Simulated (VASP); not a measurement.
An input for Ansatz (written as the equivalent of a VASP run, and not itself run):

Ansatz 0.2 input:
```yaml
crystal:
  lattice:
    - [3.2815250, 0.0000000, 0.0000000]
    - [0.0000000, 3.2815250, 0.0000000]
    - [0.0000000, 0.0000000, 3.2815250]
  atoms:
    - { symbol: In, position: [0.5000000, 0.5000000, 0.5000000] }
    - { symbol: Pd, position: [0.0000000, 0.0000000, 0.0000000] }
kpoints:
  mp_grid: { grid: [3, 3, 3] }
hamiltonian:
  xc: pbe
  pseudopotentials: { kind: paw }
scf:
  occupations: { method: fermi_dirac, width: 0.136 }
  max_iter: 100
output: { forces: true, stress: true, eigenvalues: true }
```

Write the VASP files for the same calculation (PBE).

Several could match; the one computed here: 
File POSCAR:
```
PdIn
1.0
  3.2815250000   0.0000000000   0.0000000000
  0.0000000000   3.2815250000   0.0000000000
  0.0000000000   0.0000000000   3.2815250000
In Pd
1 1
Cartesian
  1.6407625000   1.6407625000   1.6407625000
  0.0000000000   0.0000000000   0.0000000000
```

**INCAR**
```
SYSTEM = PdIn
ISMEAR = -1
EDIFF = 1E-6   ! SCF stop (eV)
GGA = PE   ! PBE
LASPH = .True.   ! aspherical one-centre terms
PREC = Accurate
SIGMA = 0.136
ALGO = Normal
ISIF = 2   ! forces and stress, cell fixed
ENCUT = 300   ! plane-wave cut-off (eV)
NELM = 100
LWAVE = .False.
LMAXMIX = 4
LCHARG = .False.
LREAL = .False.
```

**KPOINTS**
```
Automatic mesh
0
Gamma
3 3 3
0 0 0
```

POTCAR, in this order: In_d Pd (PBE.64 set). Program: vasp_std.

The two are equivalent in intent, not identical: each code has its own PAW files, so the cut-off isn't converted (ENCUT is set for VASP's; basis.ecutwfc is left out, and Ansatz then takes the one that its files recommend); Ansatz stops its SCF on the density residual and VASP on the energy change (EDIFF).

The structure is a typed PdIn crystal. The cell was not relaxed at this level. The k-mesh is coarse (spacing up to 0.64 per Å, 2π included), so the numbers may not be converged in it. The run is one of a series of settings (KPOINTS 3×3×3 Γ-centred mesh against the base run), some of them coarse on purpose.
